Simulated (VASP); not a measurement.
Output of a VASP run:

OSZICAR:
```
...
       N       E                     dE             d eps       ncg     rms          rms(c)
DAV:   1    -0.195066155804E+03   -0.32519E-01   -0.63040E+00   688   0.423E+00    0.152E+00
RMM:   2    -0.195088452210E+03   -0.22296E-01   -0.45316E-01   658   0.107E+00    0.625E-01
RMM:   3    -0.195094019333E+03   -0.55671E-02   -0.81197E-02   682   0.424E-01    0.564E-01
RMM:   4    -0.195094665555E+03   -0.64622E-03   -0.10796E-02   731   0.168E-01    0.423E-01
RMM:   5    -0.195094648502E+03    0.17053E-04   -0.33764E-03   663   0.909E-02    0.136E-01
RMM:   6    -0.195094629795E+03    0.18707E-04   -0.71256E-04   671   0.478E-02    0.756E-02
RMM:   7    -0.195094555631E+03    0.74164E-04   -0.38693E-04   678   0.251E-02    0.438E-02
RMM:   8    -0.195094559028E+03   -0.33970E-05   -0.85453E-05   561   0.130E-02
   3 F= -.19509456E+03 E0= -.19507527E+03  d E =-.114718E+00  mag=     1.0000
       N       E                     dE             d eps       ncg     rms          rms(c)
DAV:   1    -0.195095186568E+03   -0.63094E-03   -0.59800E-02   736   0.413E-01    0.143E-01
RMM:   2    -0.195095402987E+03   -0.21642E-03   -0.41875E-03   657   0.103E-01    0.630E-02
RMM:   3    -0.195095450342E+03   -0.47355E-04   -0.73273E-04   674   0.408E-02    0.555E-02
RMM:   4    -0.195095454640E+03   -0.42983E-05   -0.92942E-05   591   0.160E-02
   4 F= -.19509545E+03 E0= -.19507616E+03  d E =-.115614E+00  mag=     1.0000
       N       E                     dE             d eps       ncg     rms          rms(c)
DAV:   1    -0.195101835431E+03   -0.63851E-02   -0.18012E-01   688   0.734E-01    0.227E-01
RMM:   2    -0.195102763863E+03   -0.92843E-03   -0.11848E-02   648   0.186E-01    0.827E-02
RMM:   3    -0.195102940442E+03   -0.17658E-03   -0.19696E-03   714   0.746E-02    0.761E-02
RMM:   4    -0.195102943919E+03   -0.34771E-05   -0.22813E-04   692   0.283E-02    0.542E-02
RMM:   5    -0.195102942986E+03    0.93362E-06   -0.95067E-05   575   0.157E-02
   5 F= -.19510294E+03 E0= -.19508365E+03  d E =-.748835E-02  mag=     1.0000
       N       E                     dE             d eps       ncg     rms          rms(c)
DAV:   1    -0.195103985391E+03   -0.10415E-02   -0.16241E+00   648   0.220E+00    0.675E-01
RMM:   2    -0.195112157867E+03   -0.81725E-02   -0.10679E-01   648   0.556E-01    0.252E-01
RMM:   3    -0.195113792212E+03   -0.16343E-02   -0.18310E-02   712   0.224E-01    0.231E-01
RMM:   4    -0.195113824051E+03   -0.31839E-04   -0.21420E-03   699   0.857E-02    0.157E-01
RMM:   5    -0.195113832956E+03   -0.89047E-05   -0.84630E-04   665   0.471E-02    0.477E-02
RMM:   6    -0.195113834753E+03   -0.17978E-05   -0.18437E-04   700   0.237E-02    0.352E-02
RMM:   7    -0.195113818923E+03    0.15830E-04   -0.72232E-05   542   0.118E-02    0.180E-02
RMM:   8    -0.195113821037E+03   -0.21141E-05   -0.27772E-05   437   0.673E-03
   6 F= -.19511382E+03 E0= -.19509451E+03  d E =-.183664E-01  mag=     1.0000
       N       E                     dE             d eps       ncg     rms          rms(c)
DAV:   1    -0.195114784529E+03   -0.96561E-03   -0.11698E-01   752   0.557E-01    0.170E-01
RMM:   2    -0.195115325452E+03   -0.54092E-03   -0.63053E-03   648   0.127E-01    0.534E-02
RMM:   3    -0.195115409265E+03   -0.83813E-04   -0.94440E-04   684   0.511E-02    0.370E-02
RMM:   4    -0.195115407915E+03    0.13492E-05   -0.13742E-04   636   0.215E-02    0.212E-02
RMM:   5    -0.195115407532E+03    0.38315E-06   -0.38006E-05   478   0.109E-02
   7 F= -.19511541E+03 E0= -.19509610E+03  d E =-.158650E-02  mag=     1.0000
```

**OUTCAR**
```
------------------------ aborting loop because EDIFF is reached ----------------------------------------
  FORCE on cell =-STRESS in cart. coord.  units (eV):
  Direction    XX          YY          ZZ          XY          YZ          ZX
  --------------------------------------------------------------------------------------
  Total        5.0860246      5.0780096      5.0856918     -0.0000310     -0.0030323      0.0017941
  in kB        4.2741581      4.2674225      4.2738784     -0.0000260     -0.0025483      0.0015077
  external PRESSURE =       4.2718196 kB  Pullay stress =       0.0000000 kB
  volume of cell :     1906.51
      direct lattice vectors                 reciprocal lattice vectors
     0.000000000  9.841685631  9.841685631    -0.050804305  0.050804305  0.050804305
     9.841685631  0.000000000  9.841685631     0.050804305 -0.050804305  0.050804305
     9.841685631  9.841685631  0.000000000     0.050804305  0.050804305 -0.050804305
  FREE ENERGIE OF THE ION-ELECTRON SYSTEM (eV)
  ---------------------------------------------------
  free  energy   TOTEN  =      -195.1154075322 eV

  energy  without entropy=     -195.0767872347  energy(sigma->0) =     -195.09609738

 total charge

# of ion       s       p       d       tot
------------------------------------------
    1        1.370   1.988   0.014   3.372
    2        1.383   1.983   0.015   3.382
    3        1.383   1.983   0.015   3.382
    4        1.383   1.983   0.015   3.382
    5        1.384   1.983   0.015   3.382
    6        1.383   1.983   0.015   3.382
    7        1.383   1.983   0.015   3.382
    8        1.383   1.983   0.015   3.382
    9        1.384   1.983   0.015   3.382
   10        1.383   1.983   0.015   3.382
   11        1.384   1.983   0.015   3.382
   12        1.383   1.983   0.015   3.382
   13        1.384   1.983   0.015   3.382
   14        1.384   1.983   0.015   3.382
   15        1.381   1.985   0.014   3.380
   16        1.383   1.983   0.015   3.382
   17        1.381   1.985   0.014   3.380
   18        1.381   1.985   0.014   3.380
   19        1.383   1.983   0.015   3.382
   20        1.383   1.983   0.015   3.382
   21        1.384   1.983   0.015   3.382
   22        1.383   1.983   0.015   3.382
   23        1.381   1.985   0.014   3.380
   24        1.381   1.985   0.014   3.380
   25        1.384   1.983   0.015   3.382
   26        1.381   1.985   0.014   3.380
   27        1.384   1.983   0.015   3.382
   28        1.774   1.038   0.094   2.906
   29        1.774   1.038   0.094   2.906
   30        1.770   1.049   0.099   2.918
   31        1.774   1.038   0.094   2.906
   32        1.772   1.040   0.094   2.906
   33        1.772   1.040   0.094   2.906
   34        1.770   1.049   0.099   2.918
   35        1.772   1.040   0.094   2.906
   36        1.770   1.049   0.099   2.918
   37        1.774   1.038   0.094   2.906
   38        1.772   1.040   0.094   2.906
   39        1.772   1.040   0.094   2.906
   40        1.772   1.040   0.094   2.906
   41        1.772   1.040   0.094   2.906
   42        1.772   1.040   0.094   2.906
   43        1.772   1.040   0.094   2.906
   44        1.774   1.038   0.094   2.906
   45        1.770   1.049   0.099   2.918
   46        1.772   1.040   0.094   2.906
   47        1.770   1.049   0.099   2.918
   48        1.772   1.040   0.094   2.906
...
```
(Selected blocks of OUTCAR.)

### POSCAR
```
Pb26Te27
1
   -0.0000000000     9.8416856314     9.8416856314
    9.8416856314    -0.0000000000     9.8416856314
    9.8416856314     9.8416856314    -0.0000000000
Te Pb
27 26
Direct
  0.0000000000   0.0000000000   0.0000000000
  0.0000000000   0.0000000000   0.3333330000
  0.0000000000   0.0000000000   0.6666670000
  0.0000000000   0.3333330000   0.0000000000
  0.0000000000   0.3333330000   0.3333330000
  1.0000000000   0.3333330000   0.6666670000
  0.0000000000   0.6666670000   0.0000000000
  0.0000000000   0.6666670000   0.3333330000
  1.0000000000   0.6666670000   0.6666670000
  0.3333330000   0.0000000000   0.0000000000
  0.3333330000   0.0000000000   0.3333330000
  0.3333330000   1.0000000000   0.6666670000
  0.3333330000   0.3333330000   0.0000000000
  0.3333330000   0.3333330000   0.3333330000
  0.3333330000   0.3333330000   0.6666670000
  0.3333330000   0.6666670000   0.0000000000
  0.3333330000   0.6666670000   0.3333330000
  0.3333330000   0.6666670000   0.6666670000
  0.6666670000   0.0000000000   0.0000000000
  0.6666670000   0.0000000000   0.3333330000
  0.6666670000   1.0000000000   0.6666670000
  0.6666670000   0.3333330000   0.0000000000
  0.6666670000   0.3333330000   0.3333330000
  0.6666670000   0.3333330000   0.6666670000
  0.6666670000   0.6666670000   0.0000000000
  0.6666670000   0.6666670000   0.3333330000
  0.6666670000   0.6666670000   0.6666670000
  0.1666670000   0.1666670000   0.1666670000
  0.1666670000   0.1666670000   0.5000000000
  0.1666670000   0.1666670000   0.8333330000
  0.1666670000   0.5000000000   0.1666670000
  0.1666670000   0.5000000000   0.5000000000
  0.1666670000   0.5000000000   0.8333330000
  0.1666670000   0.8333330000   0.1666670000
  0.1666670000   0.8333330000   0.5000000000
  0.1666670000   0.8333330000   0.8333330000
  0.5000000000   0.1666670000   0.1666670000
  0.5000000000   0.1666670000   0.5000000000
  0.5000000000   0.1666670000   0.8333330000
  0.5000000000   0.5000000000   0.1666670000
  0.5000000000   0.5000000000   0.8333330000
  0.5000000000   0.8333330000   0.1666670000
  0.5000000000   0.8333330000   0.5000000000
  0.5000000000   0.8333330000   0.8333330000
  0.8333330000   0.1666670000   0.1666670000
  0.8333330000   0.1666670000   0.5000000000
  0.8333330000   0.1666670000   0.8333330000
  0.8333330000   0.5000000000   0.1666670000
  0.8333330000   0.5000000000   0.5000000000
  0.8333330000   0.5000000000   0.8333330000
  0.8333330000   0.8333330000   0.1666670000
  0.8333330000   0.8333330000   0.5000000000
  0.8333330000   0.8333330000   0.8333330000
```

### Question
Reconstruct the remaining input files.

### Answer
One answer among several that fit: the input of the run itself, PBE GGA, plane waves, VASP's PBE PAW potentials (set 64).

### KPOINTS
```
kpoints
0
Gamma
1 1 1
0 0 0
```

INCAR:
```
SYSTEM = Pb26Te27
PREC = Normal
ENCUT = 400
EDIFF = 1E-5
NELM = 100
ALGO = Fast
LREAL = Auto
LASPH = .TRUE.
ISMEAR = 0
SIGMA = 0.05
GGA = PE
LMAXMIX = 4
LWAVE = .FALSE.
LCHARG = .FALSE.
NELMIN = 4
ISYM = 0
NELECT = 267.0
ISPIN = 2
NUPDOWN = 1
LORBIT = 10
IBRION = 2
ISIF = 2
NSW = 60
EDIFFG = -0.03
```

POTCAR, in this order: Te Pb (PBE.64 set). Program: vasp_gam. The INCAR's line for the spin-polarised start is left out here.

The cell is charged, with a uniform compensating background. The supercell is sampled at Γ alone, which is coarse: total energies, pressure and levels can be off, energies of defects by several tenths of an eV. The run has a spin-polarised start.

The cell is a supercell with a defect, built from a database entry that may be metastable or hypothetical: vac_Pb, charge -1.
